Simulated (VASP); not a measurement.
An input for Quantum ESPRESSO's pw.x (written as the equivalent of a VASP run, and not itself run):

```
&CONTROL
  calculation = 'vc-relax'
  pseudo_dir = './pseudo'
  outdir = './out'
  tprnfor = .true.
  tstress = .true.
  nstep = 60
  forc_conv_thr = 0.00078
/
&SYSTEM
  ibrav = 0
  nat = 3
  ntyp = 2
  ecutwfc = 84
  occupations = 'smearing'
  smearing = 'gaussian'
  degauss = 0.003675
  input_dft = 'pbe'
/
&ELECTRONS
  conv_thr = 7.3e-08
  electron_maxstep = 100
/
&IONS
/
&CELL
/
ATOMIC_SPECIES
  Ba 137.327 Ba.upf
  F 18.998 F.upf
CELL_PARAMETERS angstrom
     0.0000000    3.1442184    3.1442184
     3.1442184    0.0000000    3.1442184
     3.1442184    3.1442184   -0.0000000
ATOMIC_POSITIONS crystal
  Ba   1.0000000  1.0000000  1.0000000
  F    0.2500000  0.2500000  0.2500000
  F    0.7500000  0.7500000  0.7500000
K_POINTS automatic
  6 6 6 0 0 0
```

Task: Write the VASP files for the same calculation (PBE).

Result: One answer among several that fit: 
### KPOINTS
```
Automatic
0
gamma
 6 6 6
0 0 0
```

INCAR:
```
SYSTEM = BaF2
PREC = Accurate
ENCUT = 520
EDIFF = 1E-6
NELM = 100
ALGO = Normal
LREAL = .FALSE.
LASPH = .TRUE.
ISMEAR = 0
SIGMA = 0.05
GGA = PE
LMAXMIX = 4
LWAVE = .FALSE.
LCHARG = .FALSE.
IBRION = 2
ISIF = 3
NSW = 60
EDIFFG = -0.02
```

POSCAR:
```
BaF2
1.0
  0.0000000000   3.1442183820   3.1442183820
  3.1442183820   0.0000000000   3.1442183820
  3.1442183820   3.1442183820   0.0000000000
Ba F
1 2
Cart
  6.2884367640   6.2884367640   6.2884367640
  1.5721091910   1.5721091910   1.5721091910
  4.7163275730   4.7163275730   4.7163275730
```

POTCAR, in this order: Ba_sv F (PBE.64 set). Program: vasp_std.

The two are equivalent in intent, not identical: the potentials are each code's own (VASP's PAW set, PseudoDojo norm-conserving files in pw.x), so ENCUT and ecutwfc are chosen apart and not converted; conv_thr bounds pw.x's estimated SCF error, while EDIFF bounds the energy change between steps; forc_conv_thr acts on force components and is met together with etot_conv_thr.

The compound is BaF2 in the fluorite structure. It was relaxed first. The start is the result of an earlier pass.
